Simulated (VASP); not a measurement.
A 63-atom supercell of SiC (zinc blende) holds Ge on the Si site with a neighbouring C vacancy in charge state +1. It is relaxed twice, with the total moment held at 1 and at 3 μB. Calculation: PBE GGA, VASP's PBE PAW potentials (set 64) (plane waves; VASP 6.6.1). Run with PREC = Normal, LREAL = Auto, ISYM = 0, NELECT = 251.0, EDIFF = 1E-5, 400 eV cut-off, 1×1×1 Γ-centred mesh, Gaussian smearing of 0.050 eV, potentials Si C Ge.

The cell is charged, with a uniform compensating background. The supercell is sampled at Γ alone, which is coarse: total energies, pressure and levels can be off, energies of defects by several tenths of an eV.

Task: Which spin state lies lower, and by how much?

Result: The state with 1 μB lies lower, by 1.54 eV.

The cell is a supercell with a defect, built from SiC (zinc blende).
